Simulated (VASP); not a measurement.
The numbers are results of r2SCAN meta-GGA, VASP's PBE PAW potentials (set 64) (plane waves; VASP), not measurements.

VASP input:

POSCAR:
```
Cu
1
    0.0000000000     1.7130581407     1.7130581407
    1.7130581407     0.0000000000     1.7130581407
    1.7130581407     1.7130581407    -0.0000000000
Cu
1
Direct
  0.0000000000   0.0000000000   0.0000000000
```

### KPOINTS
```
Automatic mesh
0
Gamma
18 18 18
0 0 0
```

### INCAR
```
ENCUT = 500
SIGMA = 0.1   # width (eV)
METAGGA = R2SCAN
SYSTEM = Cu
LCHARG = .False.
EDIFFG = -0.02
NELM = 100   # most electronic steps
PREC = Accurate
PSTRESS = 450
ALGO = Normal
LWAVE = .False.
ISMEAR = 1   # Methfessel-Paxton
EDIFF = 1E-6
LASPH = .True.
LMIXTAU = .True.
ISIF = 3   # ions, shape and volume
NSW = 40
LMAXMIX = 4
IBRION = 2   # conjugate gradients
LREAL = .False.
```

POTCAR, in this order: Cu (PBE.64 set). Program: vasp_std.

The run wrote:

**OUTCAR**
```
 ion  position               nearest neighbor table
   1  0.000  0.000  0.000-
  LATTYP: Found a face centered cubic cell.
 ALAT       =     3.4261162814
 Subroutine PRICEL returns:
 Original cell was already a primitive cell.
 Subroutine GETGRP returns: Found 48 space group operations
The static configuration has the point symmetry O_h .
The dynamic configuration has the point symmetry O_h .
 Subroutine INISYM returns: Found 48 space group operations
 Subroutine IBZKPT returns following result:
 Found    195 irreducible k-points:

 Following reciprocal coordinates:
            Coordinates               Weight
  0.000000  0.000000  0.000000      1.000000
  0.055556  0.000000  0.000000      8.000000
  0.111111  0.000000  0.000000      8.000000
  0.166667  0.000000  0.000000      8.000000
  0.222222  0.000000  0.000000      8.000000
  0.277778  0.000000  0.000000      8.000000
  0.333333  0.000000  0.000000      8.000000
  0.388889  0.000000  0.000000      8.000000
  0.444444  0.000000  0.000000      8.000000
  0.500000  0.000000  0.000000      4.000000
  0.055556  0.055556  0.000000      6.000000
  0.111111  0.055556  0.000000     24.000000
  0.166667  0.055556  0.000000     24.000000
  0.222222  0.055556  0.000000     24.000000
  0.277778  0.055556  0.000000     24.000000
  0.333333  0.055556  0.000000     24.000000
  0.388889  0.055556  0.000000     24.000000
  0.444444  0.055556  0.000000     24.000000
  0.500000  0.055556  0.000000     24.000000
 -0.444444  0.055556  0.000000     24.000000
 -0.388889  0.055556  0.000000     24.000000
 -0.333333  0.055556  0.000000     24.000000
 -0.277778  0.055556  0.000000     24.000000
 -0.222222  0.055556  0.000000     24.000000
 -0.166667  0.055556  0.000000     24.000000
...
```

File OSZICAR:
```
       N       E                     dE             d eps       ncg     rms          rms(c)
DAV:   1     0.243079992742E+02    0.24308E+02   -0.57312E+03  3752   0.213E+03
DAV:   2    -0.127080166559E+02   -0.37016E+02   -0.34935E+02  3539   0.198E+02
DAV:   3    -0.131500142718E+02   -0.44200E+00   -0.44095E+00  4206   0.312E+01
DAV:   4    -0.131534078189E+02   -0.33935E-02   -0.33931E-02  4182   0.235E+00
DAV:   5    -0.131534515930E+02   -0.43774E-04   -0.43773E-04  4107   0.221E-01    0.786E+00
DAV:   6    -0.110826092594E+02    0.20708E+01   -0.23996E+01  3741   0.122E+02    0.480E+00
DAV:   7    -0.107278057350E+02    0.35480E+00   -0.52331E+00  3790   0.530E+01    0.917E-01
DAV:   8    -0.107059172687E+02    0.21888E-01   -0.15105E-02  3661   0.250E+00    0.595E-01
DAV:   9    -0.107072159401E+02   -0.12987E-02   -0.79865E-02  4128   0.657E+00    0.120E-01
DAV:  10    -0.107072737775E+02   -0.57837E-04   -0.65173E-04  3754   0.530E-01    0.103E-01
DAV:  11    -0.107072550638E+02    0.18714E-04   -0.12468E-03  4425   0.672E-01    0.923E-03
DAV:  12    -0.107072933551E+02   -0.38291E-04   -0.29959E-05  3746   0.800E-02    0.105E-02
DAV:  13    -0.107073014482E+02   -0.80931E-05   -0.41768E-05  3863   0.121E-01    0.645E-03
DAV:  14    -0.107073021828E+02   -0.73458E-06   -0.13830E-06  2167   0.249E-02
   1 F= -.78834092E+01 E0= -.78835436E+01  d E =-.788341E+01
       N       E                     dE             d eps       ncg     rms          rms(c)
DAV:   1    -0.141807133699E+02   -0.34734E+01   -0.73055E+01  3741   0.207E+02    0.163E+01
DAV:   2    -0.109282235972E+02    0.32525E+01   -0.46219E+01  3702   0.175E+02    0.441E+00
DAV:   3    -0.103370895757E+02    0.59113E+00   -0.58068E+00  3825   0.571E+01    0.256E+00
DAV:   4    -0.101859454598E+02    0.15114E+00   -0.94820E-01  4111   0.166E+01    0.110E+00
DAV:   5    -0.102678970861E+02   -0.81952E-01   -0.37916E-01  3892   0.122E+01    0.259E-01
DAV:   6    -0.102684199004E+02   -0.52281E-03   -0.10193E-02  3896   0.243E+00    0.433E-02
DAV:   7    -0.102689513980E+02   -0.53150E-03   -0.87544E-04  3827   0.485E-01    0.863E-03
DAV:   8    -0.102689471277E+02    0.42703E-05   -0.57644E-05  3663   0.121E-01    0.169E-02
DAV:   9    -0.102689669086E+02   -0.19781E-04   -0.76775E-06  3795   0.446E-02    0.134E-02
DAV:  10    -0.102689699843E+02   -0.30757E-05   -0.17458E-05  3389   0.103E-01    0.110E-03
DAV:  11    -0.102689699244E+02    0.59964E-07   -0.11999E-07  1903   0.559E-03
   2 F= -.78071458E+01 E0= -.78071305E+01  d E =0.762634E-01
       N       E                     dE             d eps       ncg     rms          rms(c)
DAV:   1    -0.122969265561E+02   -0.20280E+01   -0.38962E+01  3694   0.185E+02    0.992E+00
DAV:   2    -0.107898978365E+02    0.15070E+01   -0.15517E+01  3739   0.935E+01    0.206E+00
DAV:   3    -0.106468714983E+02    0.14303E+00   -0.18639E+00  3833   0.324E+01    0.185E+00
DAV:   4    -0.106006793165E+02    0.46192E-01   -0.57847E-01  4344   0.140E+01    0.880E-01
DAV:   5    -0.106076590536E+02   -0.69797E-02   -0.91952E-02  3880   0.675E+00    0.144E-01
DAV:   6    -0.106074477745E+02    0.21128E-03   -0.59894E-04  4157   0.388E-01    0.882E-02
DAV:   7    -0.106076147829E+02   -0.16701E-03   -0.90610E-05  3561   0.180E-01    0.662E-02
DAV:   8    -0.106076819755E+02   -0.67193E-04   -0.66542E-04  3724   0.543E-01    0.326E-03
DAV:   9    -0.106076847686E+02   -0.27931E-05   -0.37144E-06  3949   0.285E-02    0.526E-04
DAV:  10    -0.106076839163E+02    0.85227E-06   -0.22359E-07  1880   0.122E-02
   3 F= -.79054423E+01 E0= -.79055831E+01  d E =-.220331E-01
       N       E                     dE             d eps       ncg     rms          rms(c)
DAV:   1    -0.106033725333E+02    0.43122E-02   -0.15322E-02  3700   0.334E+00    0.223E-01
DAV:   2    -0.106027415565E+02    0.63098E-03   -0.95068E-03  3724   0.232E+00    0.675E-02
DAV:   3    -0.106026332369E+02    0.10832E-03   -0.14012E-03  3588   0.873E-01    0.368E-02
DAV:   4    -0.106026071508E+02    0.26086E-04   -0.18578E-04  4137   0.226E-01    0.140E-02
DAV:   5    -0.106026176693E+02   -0.10519E-04   -0.45229E-05  3750   0.133E-01    0.994E-04
DAV:   6    -0.106026176563E+02    0.13026E-07   -0.64278E-07  1953   0.167E-02
   4 F= -.79054652E+01 E0= -.79056046E+01  d E =-.220560E-01
```

OUTCAR:
```
------------------------ aborting loop because EDIFF is reached ----------------------------------------
  FORCE on cell =-STRESS in cart. coord.  units (eV):
  Direction    XX          YY          ZZ          XY          YZ          ZX
  --------------------------------------------------------------------------------------
  Total        2.7015091      2.7015091      2.7015091      0.0000000     -0.0000000      0.0000000
  in kB      450.7268844    450.7268844    450.7268844      0.0000000     -0.0000000      0.0000000
  external PRESSURE =       0.7268844 kB  Pullay stress =     450.0000000 kB
  volume of cell :        9.60
      direct lattice vectors                 reciprocal lattice vectors
     0.000000000  1.687036666  1.687036666    -0.296377672  0.296377672  0.296377672
     1.687036666 -0.000000000  1.687036666     0.296377672 -0.296377672  0.296377672
     1.687036666  1.687036666 -0.000000000     0.296377672  0.296377672 -0.296377672
 POSITION                                       TOTAL-FORCE (eV/Angst)
 -----------------------------------------------------------------------------------
      1.68704      1.68704      3.37407        -0.000000      0.000000     -0.000000
 -----------------------------------------------------------------------------------
    total drift:                                0.000000      0.000000     -0.000000
  FREE ENERGIE OF THE ION-ELECTRON SYSTEM (eV)
  ---------------------------------------------------
  free  energy   TOTEN  =       -10.6026176563 eV

  energy  without entropy=      -10.6030357280  energy(sigma->0) =      -10.60275701
  enthalpy is  TOTEN    =        -7.9054652246 eV   P V=        2.6971524317

 reached required accuracy - stopping structural energy minimisation
```
(Selected blocks of OUTCAR.)

CONTCAR:
```
Cu
   1.00000000000000
     0.0000000000000000    1.6870366656025482    1.6870366656025482
     1.6870366656025482   -0.0000000000000000    1.6870366656025482
     1.6870366656025482    1.6870366656025482   -0.0000000000000000
  Cu
     1
Direct
     1.0000000000000000    1.0000000000000000    0.0000000000000000
```

Energy and stress use the plane-wave basis of the starting cell.

The compound is Cu in the fcc structure. This run relaxes it under an external pressure of 45 GPa. Symmetry was kept, so distortions that lower it aren't found.
